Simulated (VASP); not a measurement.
These are r2SCAN meta-GGA, VASP's PBE PAW potentials (set 64) (plane waves; VASP) values and carry that method's errors.

The input files of a VASP run:

KPOINTS:
```
Automatic mesh
0
Gamma
12 12 12
0 0 0
```

**POSCAR**
```
CoGa
1
    2.8417902753     0.0000000000     0.0000000000
    0.0000000000     2.8417902753     0.0426268541
    0.0000000000     0.0426268541     2.8417902753
Ga Co
1 1
Direct
  0.5000000000   0.5000000000   0.5000000000
  0.0000000000   0.0000000000   0.0000000000
```

INCAR:
```
ALGO=Normal
EDIFF=1E-7
EDIFFG=-0.01
ENCUT=480
IBRION=2
ISIF=2
ISMEAR=1
LASPH=.TRUE.
LCHARG=.FALSE.
LMAXMIX=4
LMIXTAU=.TRUE.
LREAL=.FALSE.
LWAVE=.FALSE.
METAGGA=R2SCAN
NELM=100
NSW=30
PREC=Accurate
SIGMA=0.1
SYSTEM=CoGa
```

POTCAR, in this order: Ga_d Co (PBE.64 set). Program: vasp_std.

Output

OSZICAR:
```
       N       E                     dE             d eps       ncg     rms          rms(c)
DAV:   1     0.819729983095E+02    0.81973E+02   -0.10623E+04  9549   0.259E+03
DAV:   2    -0.236643445257E+02   -0.10564E+03   -0.10327E+03  9415   0.357E+02
DAV:   3    -0.285697167916E+02   -0.49054E+01   -0.48905E+01 10535   0.834E+01
DAV:   4    -0.286487848801E+02   -0.79068E-01   -0.79050E-01 12652   0.966E+00
DAV:   5    -0.286505041675E+02   -0.17193E-02   -0.17193E-02 10932   0.124E+00    0.113E+01
DAV:   6    -0.280873586162E+02    0.56315E+00   -0.36576E+01  9618   0.866E+01    0.146E+01
DAV:   7    -0.249879109282E+02    0.30994E+01   -0.12615E+01  9353   0.549E+01    0.128E+00
DAV:   8    -0.250780501680E+02   -0.90139E-01   -0.63107E-01 12294   0.924E+00    0.188E+00
DAV:   9    -0.250365598377E+02    0.41490E-01   -0.26558E-01  9751   0.771E+00    0.403E-01
DAV:  10    -0.250385543745E+02   -0.19945E-02   -0.76524E-03  9966   0.100E+00    0.379E-01
DAV:  11    -0.250371476030E+02    0.14068E-02   -0.57458E-03 12163   0.956E-01    0.881E-02
DAV:  12    -0.250381305653E+02   -0.98296E-03   -0.10213E-03  9426   0.395E-01    0.287E-02
DAV:  13    -0.250381668328E+02   -0.36268E-04   -0.67396E-05 10204   0.824E-02    0.133E-02
DAV:  14    -0.250381639262E+02    0.29067E-05   -0.27986E-05 10864   0.743E-02    0.457E-03
DAV:  15    -0.250381673832E+02   -0.34570E-05   -0.30661E-06 10526   0.274E-02    0.150E-03
DAV:  16    -0.250381679555E+02   -0.57235E-06   -0.24871E-07 10645   0.500E-03    0.101E-03
DAV:  17    -0.250381679179E+02    0.37645E-07   -0.45054E-08  5040   0.314E-03
   1 F= -.25038168E+02 E0= -.25038378E+02  d E =-.250382E+02
```

**OUTCAR**
```
------------------------ aborting loop because EDIFF is reached ----------------------------------------
  FORCE on cell =-STRESS in cart. coord.  units (eV):
  Direction    XX          YY          ZZ          XY          YZ          ZX
  --------------------------------------------------------------------------------------
  Total        0.1109990      0.1032985      0.1032985      0.0000000     -0.5386708      0.0000000
  in kB        7.7508876      7.2131732      7.2131732      0.0000000    -37.6145308      0.0000000
  external PRESSURE =       7.3924114 kB  Pullay stress =       0.0000000 kB
  volume of cell :       22.94
      direct lattice vectors                 reciprocal lattice vectors
     2.841790275  0.000000000  0.000000000     0.351890852  0.000000000  0.000000000
     0.000000000  2.841790275  0.042626854     0.000000000  0.351970045 -0.005279551
     0.000000000  0.042626854  2.841790275     0.000000000 -0.005279551  0.351970045
 POSITION                                       TOTAL-FORCE (eV/Angst)
 -----------------------------------------------------------------------------------
      1.42090      1.44221      1.44221         0.000000      0.000000      0.000000
      0.00000      0.00000      0.00000         0.000000     -0.000000      0.000000
 -----------------------------------------------------------------------------------
    total drift:                               -0.000000      0.000000      0.000000
  FREE ENERGIE OF THE ION-ELECTRON SYSTEM (eV)
  ---------------------------------------------------
  free  energy   TOTEN  =       -25.0381679179 eV

  energy  without entropy=      -25.0387988850  energy(sigma->0) =      -25.03837824

 reached required accuracy - stopping structural energy minimisation
```
(Selected blocks of OUTCAR.)

The compound is CoGa in the CsCl type structure. This cell was strained or had an atom moved on purpose. The run is not spin-polarised, so no magnetic state was tried.
